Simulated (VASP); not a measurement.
Output of a VASP run:

File OUTCAR:
```
 ion  position               nearest neighbor table
   1  0.000  0.000  0.000-   2 2.79   2 2.79   2 2.79   2 2.79
   2  0.250  0.250  0.250-   1 2.79   1 2.79   1 2.79   1 2.79
  LATTYP: Found a face centered cubic cell.
 ALAT       =     6.4487062884
 Subroutine PRICEL returns:
 Original cell was already a primitive cell.
 Subroutine GETGRP returns: Found 24 space group operations
The static configuration has the point symmetry T_d .
The dynamic configuration has the point symmetry T_d .
 Subroutine INISYM returns: Found 24 space group operations
 Subroutine IBZKPT returns following result:
 Found     16 irreducible k-points:

 Following reciprocal coordinates:
            Coordinates               Weight
  0.000000  0.000000  0.000000      1.000000
  0.166667  0.000000  0.000000      8.000000
  0.333333  0.000000  0.000000      8.000000
  0.500000  0.000000  0.000000      4.000000
  0.166667  0.166667  0.000000      6.000000
  0.333333  0.166667  0.000000     24.000000
  0.500000  0.166667  0.000000     24.000000
 -0.333333  0.166667  0.000000     24.000000
 -0.166667  0.166667  0.000000     12.000000
  0.333333  0.333333  0.000000      6.000000
  0.500000  0.333333  0.000000     24.000000
 -0.333333  0.333333  0.000000     12.000000
  0.500000  0.500000  0.000000      3.000000
  0.500000  0.333333  0.166667     24.000000
 -0.333333  0.333333  0.166667     24.000000
 -0.333333  0.500000  0.166667     12.000000
 Subroutine IBZKPT_HF returns following result:
   k-points           NKPTS =     16   k-points in BZ     NKDIM =    216   number of bands    NBANDS=     13
   number of dos      NEDOS =    301   number of ions     NIONS =      2
   total plane-waves  NPLWV =  46656
   dimension x,y,z NGX =    36 NGY =   36 NGZ =   36
   dimension x,y,z NGXF=    72 NGYF=   72 NGZF=   72
   ions per type =               1   1
   PREC   = accura    normal or accurate (medium, high low for compatibility)
   ISTART =      1    job   : 0-new  1-cont  2-samecut
   ICHARG =      0    charge: 1-file 2-atom 10-const
   ISPIN  =      1    spin polarized calculation?
   LNONCOLLINEAR =      F non collinear calculations
   LSORBIT =      F    spin-orbit coupling
   INIWAV =      1    electr: 0-lowe 1-rand  2-diag
   ENCUT  =  520.0 eV  38.22 Ry    6.18 a.u.   8.48  8.48  8.48*2*pi/ulx,y,z
   NELM   =     60;   NELMIN=  2; NELMDL=  0     # of ELM steps
   EDIFF  = 0.1E-05   stopping-criterion for ELM
   LREAL  =      F    real-space projection
   NLSPLINE    = F    spline interpolate recip. space projectors
   LMAXMIX     =    6 max onsite mixed and CHGCAR
   VOSKOWN=      0    Vosko Wilk Nusair interpolation
   EDIFFG = 0.1E-04   stopping-criterion for IOM
   NSW    =      0    number of steps for IOM
   NBLOCK =      1;   KBLOCK =      1    inner block; outer block
   IBRION =     -1    ionic relax: 0-MD 1-quasi-New 2-CG
   NFREE  =      0    steps in history (QN), initial steepest desc. (CG)
   ISIF   =      2    stress and relaxation
   ISYM   =      3    0-nonsym 1-usesym 2-fastsym
   TEIN   =    0.0    initial temperature
   TEBEG  =    0.0;   TEEND  =   0.0 temperature during run
   SMASS  =  -3.00    Nose mass-parameter (am)
   PSTRESS=    0.0 pullay stress
   NELECT =      18.0000    total number of electrons
   EFERMI =   0.00;   METHOD = LEGACY
   ISMEAR =     0;   SIGMA  =   0.05  broadening in eV -4-tet -1-fermi 0-gaus
   IALGO  =     38    algorithm
   LDIAG  =      T    sub-space diagonalisation (order eigenvalues)
   IMIX   =      1    mixing-type and parameters
     AMIX     =   0.40;   BMIX     =  1.00
     AMIX_MAG =   1.60;   BMIX_MAG =  1.00
     AMIN     =   0.10
   GGA     = PE    functional components
   VOSKOWN =     0    Vosko Wilk Nusair interpolation
   LHFCALC =     T    Hartree Fock is set to
   NKREDX  =     1    reduce k-point grid by
   AEXX    =    0.2500 exact exchange contribution
   HFSCREEN=    0.2000 screening length (either q_TF or 0.3 A-1)
   HFRCUT  =    0.0000 spherical cutoff for potential kernel
...
```

**OSZICAR**
```
       N       E                     dE             d eps       ncg     rms          rms(c)
DAV:   1    -0.472417403433E+01   -0.47242E+01   -0.11839E+00   416   0.104E+01    0.984E+00
DAV:   2    -0.472983807851E+01   -0.56640E-02   -0.58081E-02   471   0.287E+00    0.622E+00
DAV:   3    -0.472906063257E+01    0.77745E-03   -0.54885E-03   489   0.897E-01    0.388E+00
DAV:   4    -0.472886846358E+01    0.19217E-03   -0.44451E-04   456   0.214E-01    0.232E+00
DAV:   5    -0.472879648515E+01    0.71978E-04   -0.70262E-05   456   0.691E-02    0.139E+00
DAV:   6    -0.472878389854E+01    0.12587E-04   -0.23915E-05   466   0.390E-02    0.834E-01
DAV:   7    -0.472878178377E+01    0.21148E-05   -0.35499E-06   466   0.180E-02    0.501E-01
DAV:   8    -0.472878284579E+01   -0.10620E-05   -0.75277E-07   311   0.961E-03    0.301E-01
DAV:   9    -0.472878379387E+01   -0.94808E-06   -0.39569E-07   248   0.638E-03
   1 F= -.47287838E+01 E0= -.47286024E+01  d E =-.362797E-03
```

File OUTCAR:
```
------------------------ aborting loop because EDIFF is reached ----------------------------------------
  FORCE on cell =-STRESS in cart. coord.  units (eV):
  Direction    XX          YY          ZZ          XY          YZ          ZX
  --------------------------------------------------------------------------------------
  Total        1.0287510      1.0287510      1.0287510      0.0000000      0.0000000     -0.0000000
  in kB       24.5845944     24.5845944     24.5845944      0.0000000      0.0000000     -0.0000000
  external PRESSURE =      24.5845944 kB  Pullay stress =       0.0000000 kB
  volume of cell :       67.04
      direct lattice vectors                 reciprocal lattice vectors
     0.000000000  3.224353144  3.224353144    -0.155069863  0.155069863  0.155069863
     3.224353144  0.000000000  3.224353144     0.155069863 -0.155069863  0.155069863
     3.224353144  3.224353144  0.000000000     0.155069863  0.155069863 -0.155069863
 POSITION                                       TOTAL-FORCE (eV/Angst)
 -----------------------------------------------------------------------------------
      0.00000      0.00000      0.00000         0.000000      0.000000      0.000000
      1.61218      1.61218      1.61218        -0.000000     -0.000000     -0.000000
 -----------------------------------------------------------------------------------
    total drift:                               -0.000014     -0.000015     -0.000008
  FREE ENERGIE OF THE ION-ELECTRON SYSTEM (eV)
  ---------------------------------------------------
  free  energy   TOTEN  =        -4.7287837939 eV

  energy  without entropy=       -4.7284209973  energy(sigma->0) =       -4.72860240

  exchange ACFDT corr.  =         0.00000000  see jH, gK, PRB 81, 115126
```
(Selected blocks of OUTCAR.)

### POSCAR
```
HgTe
1
    0.0000000000     3.2243531442     3.2243531442
    3.2243531442     0.0000000000     3.2243531442
    3.2243531442     3.2243531442     0.0000000000
Hg Te
1 1
Direct
  0.0000000000   0.0000000000   0.0000000000
  0.2500000000   0.2500000000   0.2500000000
```

Reconstruct the remaining input files.

Several could match; the one computed here: the input of the run itself, HSE06 screened hybrid, plane waves, VASP's PBE PAW potentials (set 64).

INCAR:
```
SYSTEM = HgTe
PREC = Accurate; ENCUT = 520; LREAL = .False.
LASPH = .True.; ISYM = 3
EDIFF = 1E-6; NELM = 60; ALGO = Normal
LMAXMIX = 6
ISMEAR = 0; SIGMA = 0.05
GGA = PE; LHFCALC = .True.; AEXX = 0.25
HFSCREEN = 0.2; PRECFOCK = Fast
ISIF = 2
LWAVE = .False.; LCHARG = .False.
```

File KPOINTS:
```
Automatic mesh
0
Gamma
6 6 6
0 0 0
```

POTCAR, in this order: Hg Te (PBE.64 set). Program: vasp_std. Read from the step before: WAVECAR.

The compound is HgTe in the zinc blende structure. This cell is one point of a volume scan, at 0.91 of the reference volume. The cell's shape comes from a PBE relaxation.
